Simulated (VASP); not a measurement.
# Ta4NiO11: changing the functional

The cell as given:

```
Ta Ni O
1.0
     4.77089    0.00000    0.00513
     0.00000    5.82454    0.00000
    -1.98628    0.00000    7.25051
Ta Ni O
4 1 11
Direct
  0.61339 0.50000 0.76042
  0.38661 0.50000 0.23958
  0.16615 0.00000 0.79875
  0.83385 0.00000 0.20125
  0.50000 0.00000 0.50000
  0.33278 0.79913 0.65053
  0.66722 0.79913 0.34947
  0.90047 0.25786 0.80718
  0.09953 0.25786 0.19282
  0.66722 0.20087 0.34947
  0.33278 0.20087 0.65053
  0.09953 0.74214 0.19282
  0.90047 0.74214 0.80718
  0.50000 0.50000 0.00000
  0.50000 0.00000 0.00000
  0.50000 0.50000 0.50000
```

The cell comes from a database or a generator and needn't be the stable form of this composition.

Kept alike: task relaxation of cell and atoms; k mesh 6 × 5 × 4; occupations fermi-dirac, width 0.05 eV; collinear spin, ferromagnetic start. Program: VASP, PAW files Ni, O, Ta_pv, 600 eV. The mesh is that of the run's cell of 16 atoms. No spin-orbit coupling.

| run | volume (Å³/atom) | first edge of the run's cell (Å) | third edge of the run's cell (Å) |
| --- | --- | --- | --- |
| A | 12.613 | 4.774 | 7.535 |
| B | 12.224 | 4.705 | 7.484 |
| C | 11.939 | 4.651 | 7.442 |

Relaxations stop with a little pressure left, so the last digits of a volume or edge aren't settled. The moments vanished: the runs ended non-magnetic. Potentials were made for LDA (LDA); PBE (PBE, PBEsol).

The runs differ in the functional (and the potentials named above) alone: LDA; PBE; PBEsol. Which run is which?

Run A is PBE; run B is PBEsol; run C is LDA. The volume runs from 11.939 (LDA) to 12.613 Å³/atom (PBE). From PBE: LDA -0.674; PBEsol -0.389. The first edge of the run's cell runs from 4.651 (LDA) to 4.774 Å (PBE). From PBE: LDA -0.123; PBEsol -0.069. The third edge of the run's cell runs from 7.442 (LDA) to 7.535 Å (PBE). From PBE: LDA -0.093; PBEsol -0.051.
